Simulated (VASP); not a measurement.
Output of a VASP run:

File OUTCAR:
```
 ion  position               nearest neighbor table
   1  0.500  0.500  0.500-   2 3.23   2 3.23   2 3.23   2 3.23   2 3.23   2 3.23
   2  0.000  0.000  0.000-   1 3.23   1 3.23   1 3.23   1 3.23   1 3.23   1 3.23
 Subroutine IBZKPT returns following result:
 Found     63 irreducible k-points:

 Following reciprocal coordinates:
            Coordinates               Weight
  0.000000  0.000000  0.000000      1.000000
  0.200000  0.000000  0.000000      2.000000
  0.000000  0.200000  0.000000      2.000000
  0.000000  0.000000  0.200000      2.000000
  0.200000  0.200000  0.200000      2.000000
  0.400000  0.000000  0.000000      2.000000
  0.000000  0.400000  0.000000      2.000000
  0.000000  0.000000  0.400000      2.000000
  0.400000  0.400000  0.400000      2.000000
  0.200000  0.200000  0.000000      2.000000
  0.000000  0.200000  0.200000      2.000000
  0.200000  0.000000  0.200000      2.000000
  0.400000  0.200000  0.000000      2.000000
  0.000000  0.400000  0.200000      2.000000
  0.200000  0.000000  0.400000      2.000000
  0.200000  0.200000 -0.200000      2.000000
  0.400000  0.200000  0.400000      2.000000
  0.200000  0.400000  0.000000      2.000000
  0.200000 -0.200000 -0.200000      2.000000
  0.400000  0.400000  0.200000      2.000000
  0.000000  0.200000  0.400000      2.000000
 -0.200000  0.200000 -0.200000      2.000000
  0.200000  0.400000  0.400000      2.000000
  0.400000  0.000000  0.200000      2.000000
 -0.400000  0.200000  0.000000      2.000000
  0.000000 -0.400000  0.200000      2.000000
  0.200000  0.000000 -0.400000      2.000000
  0.200000  0.200000 -0.400000      2.000000
 -0.400000  0.400000 -0.400000      2.000000
  0.200000 -0.400000  0.000000      2.000000
  0.400000 -0.200000 -0.200000      2.000000
 -0.400000 -0.400000  0.400000      2.000000
  0.000000  0.200000 -0.400000      2.000000
 -0.200000  0.400000 -0.200000      2.000000
  0.400000 -0.400000 -0.400000      2.000000
 -0.400000  0.000000  0.200000      2.000000
 -0.200000  0.200000  0.000000      2.000000
  0.000000 -0.200000  0.200000      2.000000
  0.200000  0.000000 -0.200000      2.000000
  0.200000  0.200000  0.400000      2.000000
   k-points           NKPTS =     63   k-points in BZ     NKDIM =     63   number of bands    NBANDS=     14
   number of dos      NEDOS =    301   number of ions     NIONS =      2
   total plane-waves  NPLWV =  21952
   dimension x,y,z NGX =    28 NGY =   28 NGZ =   28
   dimension x,y,z NGXF=    56 NGYF=   56 NGZF=   56
   ions per type =               1   1
   PREC   = accura    normal or accurate (medium, high low for compatibility)
   ISTART =      0    job   : 0-new  1-cont  2-samecut
   ICHARG =      2    charge: 1-file 2-atom 10-const
   ISPIN  =      1    spin polarized calculation?
   LNONCOLLINEAR =      F non collinear calculations
   LSORBIT =      F    spin-orbit coupling
   INIWAV =      1    electr: 0-lowe 1-rand  2-diag
   ENCUT  =  300.0 eV  22.05 Ry    4.70 a.u.   6.45  6.45  6.45*2*pi/ulx,y,z
   NELM   =    100;   NELMIN=  2; NELMDL= -5     # of ELM steps
   EDIFF  = 0.1E-05   stopping-criterion for ELM
   LREAL  =      F    real-space projection
   NLSPLINE    = F    spline interpolate recip. space projectors
   LMAXMIX     =    4 max onsite mixed and CHGCAR
   VOSKOWN=      0    Vosko Wilk Nusair interpolation
   EDIFFG = 0.1E-04   stopping-criterion for IOM
   NSW    =      0    number of steps for IOM
   NBLOCK =      1;   KBLOCK =      1    inner block; outer block
   IBRION =     -1    ionic relax: 0-MD 1-quasi-New 2-CG
   NFREE  =      0    steps in history (QN), initial steepest desc. (CG)
   ISIF   =      2    stress and relaxation
   ISYM   =      0    0-nonsym 1-usesym 2-fastsym
   TEIN   =    0.0    initial temperature
   TEBEG  =    0.0;   TEEND  =   0.0 temperature during run
   SMASS  =  -3.00    Nose mass-parameter (am)
   PSTRESS=    0.0 pullay stress
   NELECT =      20.0000    total number of electrons
...
```

**OSZICAR**
```
       N       E                     dE             d eps       ncg     rms          rms(c)
DAV:   1     0.123909024394E+03    0.12391E+03   -0.69403E+03  1828   0.907E+02
DAV:   2    -0.889919522031E+00   -0.12480E+03   -0.12237E+03  1950   0.286E+02
DAV:   3    -0.872260861174E+01   -0.78327E+01   -0.77746E+01  2280   0.773E+01
DAV:   4    -0.888917033241E+01   -0.16656E+00   -0.16652E+00  2340   0.140E+01
DAV:   5    -0.889249419052E+01   -0.33239E-02   -0.33238E-02  2242   0.152E+00    0.343E+00
DAV:   6    -0.877226916317E+01    0.12023E+00   -0.27878E-01  2502   0.408E+00    0.216E+00
DAV:   7    -0.876414994687E+01    0.81192E-02   -0.69695E-02  2220   0.144E+00    0.902E-01
DAV:   8    -0.876347948685E+01    0.67046E-03   -0.80126E-03  2136   0.983E-01    0.111E-01
DAV:   9    -0.876339122916E+01    0.88258E-04   -0.10770E-03  2458   0.331E-01    0.329E-02
DAV:  10    -0.876338449574E+01    0.67334E-05   -0.77024E-05  1914   0.711E-02    0.234E-02
DAV:  11    -0.876338514587E+01   -0.65013E-06   -0.13493E-05  2396   0.205E-02    0.677E-03
DAV:  12    -0.876338526107E+01   -0.11520E-06   -0.88151E-07  1032   0.128E-02
   1 F= -.87633853E+01 E0= -.87633853E+01  d E =-.116204E-17
```

### OUTCAR
```
------------------------ aborting loop because EDIFF is reached ----------------------------------------
  FORCE on cell =-STRESS in cart. coord.  units (eV):
  Direction    XX          YY          ZZ          XY          YZ          ZX
  --------------------------------------------------------------------------------------
  Total       -0.8003486     -0.8003538     -0.8003579     -0.0000045     -0.0000032     -0.0000077
  in kB      -19.0262067    -19.0263312    -19.0264283     -0.0001080     -0.0000753     -0.0001834
  external PRESSURE =     -19.0263221 kB  Pullay stress =       0.0000000 kB
  volume of cell :       67.40
      direct lattice vectors                 reciprocal lattice vectors
     0.000000000  3.230000000  3.230000000    -0.154798762  0.154798762  0.154798762
     3.230000000  0.000000000  3.230000000     0.154798762 -0.154798762  0.154798762
     3.230000000  3.230000000  0.000000000     0.154798762  0.154798762 -0.154798762
  FREE ENERGIE OF THE ION-ELECTRON SYSTEM (eV)
  ---------------------------------------------------
  free  energy   TOTEN  =        -8.7633852611 eV

  energy  without entropy=       -8.7633852611  energy(sigma->0) =       -8.76338526
```
(Selected blocks of OUTCAR.)

**POSCAR**
```
PbTe
1
    0.0000000000     3.2300000000     3.2300000000
    3.2300000000     0.0000000000     3.2300000000
    3.2300000000     3.2300000000     0.0000000000
Te Pb
1 1
Direct
  0.5000000000   0.5000000000   0.5000000000
  0.0000000000   0.0000000000   0.0000000000
```

Task: Write an INCAR and KPOINTS that could have produced this output.

Result: Several could match; the one computed here: the input of the run itself, LDA (Ceperley-Alder, Perdew-Zunger), plane waves, VASP's LDA PAW potentials (set 64).

File KPOINTS:
```
Automatic mesh
0
Gamma
5 5 5
0 0 0
```

### INCAR
```
SYSTEM = PbTe
LREAL = .False.   # projection in real space or not
EDIFF = 1E-6
ISMEAR = 0   # Gaussian
ISYM = 0
LMAXMIX = 4
SIGMA = 0.02
LCHARG = .False.
ALGO = Normal   # blocked Davidson
NELM = 100   # most electronic steps
ENCUT = 300   # plane-wave cut-off (eV)
ISIF = 2
LASPH = .True.   # aspherical one-centre terms
LWAVE = .False.
PREC = Accurate
```

POTCAR, in this order: Te Pb_d (LDA.64 set). Program: vasp_std.

At this cut-off the stress carries a Pulay error, which pulls relaxed volumes low.

The structure is a typed PbTe crystal. The cell was not relaxed at this level. The run is one of a series of settings (ISYM = 0 against the base run), some of them coarse on purpose.
